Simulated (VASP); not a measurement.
```xyz
3
Lattice="1.8556 -3.2139 0.0000 1.8556 3.2139 0.0000 0.0000 0.0000 5.9301" Properties=species:S:1:pos:R:3 pbc="T T T"
Sn     0.0000     0.0000     0.0000
S      1.8556     1.0713     1.4833
S      1.8556    -1.0713     4.4468
```

The numbers are results of optB88-vdW, VASP's PBE PAW potentials (set 64) (plane waves; VASP), not measurements. Numerical set-up: 520 eV cut-off, 8×8×4 Γ-centred mesh, tetrahedra with Blöchl corrections, potentials Sn_d S.

Q: Estimate the energy per atom (σ→0).

A: 
The energy per atom (σ→0) comes out as -222.1 kJ/mol of atoms.

The compound is SnS2 in the 1T layered structure. It was relaxed first.
